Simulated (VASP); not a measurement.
Al3InSb4, 8 atoms in the cell. The structure is monoclinic, space group Cm (No. 8). The conventional cell has a = 14.768 Å, b = 4.453 Å, c = 7.712 Å, α = 90.00°, β = 100.02°, γ = 90.00°. In (site symmetry m) has 4 Sb at 2.73 Å as nearest neighbours. Around Al (site symmetry m) lie 4 Sb at 2.73 Å. Around Al (site symmetry m) lie 4 Sb at 2.73 Å. Around Al (site symmetry m) lie 4 Sb at 2.73 Å. Around Sb (site symmetry m) lie 3 Al at 2.73 Å and 1 In at 2.73 Å. Sb (site symmetry m) has 1 In at 2.73 Å and 3 Al at 2.73 Å as nearest neighbours. Around Sb (site symmetry m) lie 2 Al at 2.73 Å and 2 In at 2.73 Å. Sb (site symmetry m) has 4 Al at 2.73 Å as nearest neighbours. The cell comes from a database or a generator and needn't be the stable form of this composition.

| Quantity | Value |
| --- | --- |
| Program | VASP 6.6.1 |
| Task | relaxation of cell and atoms |
| Functional | PBEsol |
| Potentials or basis | VASP PAW PBE potentials, release 64 (In_d, Al, Sb) |
| Cutoff | 600 eV |
| k mesh | 3 × 3 × 2 |
| Occupations | gaussian, width 0.02 eV |
| Spin | no spin polarisation |
| Further INCAR settings | ALGO = Normal; EDIFF = 1e-06; IBRION = 2; EDIFFG = -0.01; NSW = 40; ISIF = 3 |

Potentials or basis: VASP PAW PBE potentials, release 64 (In_d, Al, Sb).

Command:

```console
$ cat potpaw_PBE.64/In_d/POTCAR potpaw_PBE.64/Al/POTCAR potpaw_PBE.64/Sb/POTCAR > POTCAR
$ mpirun -np 2 vasp_std > vasp.out
```

Hardware: 2 MPI ranks on Intel(R) Xeon(R) Platinum 8259CL CPU @ 2.50GHz (Skylake/Cascade Lake), with other jobs on the host.

Estimate the wall time of this run.

Wall time 5.7 min on 2 MPI ranks on Intel(R) Xeon(R) Platinum 8259CL CPU @ 2.50GHz (Skylake/Cascade Lake), with other jobs on the host, peak memory 0.45 GiB a rank. Counts: scf iterations 98, k points 8, ion steps 16.
